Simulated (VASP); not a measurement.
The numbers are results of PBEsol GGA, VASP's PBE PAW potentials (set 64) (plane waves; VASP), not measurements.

The input files of a VASP run:

POSCAR:
```
HfN
1.0
  0.0000000000   2.1994012671   2.1994012671
  2.1994012671   0.0000000000   2.1994012671
  2.1994012671   2.1994012671   0.0000000000
Hf N
1 1
Direct
  0.0000000000   0.0000000000   0.0000000000
  0.5000000000   0.5000000000   0.5000000000
```

INCAR:
```
# general
SYSTEM =HfN
PREC   =Accurate
ENCUT  =520
LREAL  =.FALSE.
LASPH  =.TRUE.

# electronic loop
EDIFF  =1E-7
NELM   =100
ALGO   =Normal
LMAXMIX=6

# smearing
ISMEAR =1
SIGMA  =0.1

# functional
GGA    =PS

# ions
ISIF   =2

# output
LWAVE  =.FALSE.
LCHARG =.FALSE.
```

KPOINTS:
```
kpoints
0
G
  14 14 14
```

POTCAR, in this order: Hf_pv N (PBE.64 set). Program: vasp_std.

Unless said otherwise, spin-orbit coupling is left out, though it shifts the bands of the heavy elements here.

Question: Predict the energy per atom (σ→0), pressure, band gap (on the k-mesh).

Answer: 
| Property | Value |
|---|---|
| energy per atom (σ→0) | -11.453 eV/atom |
| band gap (on the k-mesh) | none (metal, semimetal or under 0.01 eV) |
| pressure | 20.63 GPa |

File OSZICAR:
```
...
DAV:   7    -0.229249395658E+02    0.54475E-01   -0.57785E-01  2576   0.703E+00    0.267E+01
DAV:   8    -0.229112582123E+02    0.13681E-01   -0.65036E-02  2700   0.248E+00    0.460E+00
DAV:   9    -0.229061448519E+02    0.51134E-02   -0.31175E-02  2647   0.125E+00    0.174E+00
DAV:  10    -0.229057098985E+02    0.43495E-03   -0.24191E-03  2675   0.428E-01    0.384E-02
DAV:  11    -0.229057177823E+02   -0.78839E-05   -0.75057E-05  2677   0.966E-02    0.740E-02
DAV:  12    -0.229057144578E+02    0.33246E-05   -0.91023E-06  2656   0.287E-02    0.102E-02
DAV:  13    -0.229057144414E+02    0.16410E-07   -0.43547E-07  2622   0.712E-03
   1 F= -.22905714E+02 E0= -.22905551E+02  d E =-.490509E-03
```

The compound is HfN in the rock salt structure. This cell is one point of a volume scan, at 0.94 of the reference volume. The electron count is odd and the run is not spin-polarised, which forces a metal.
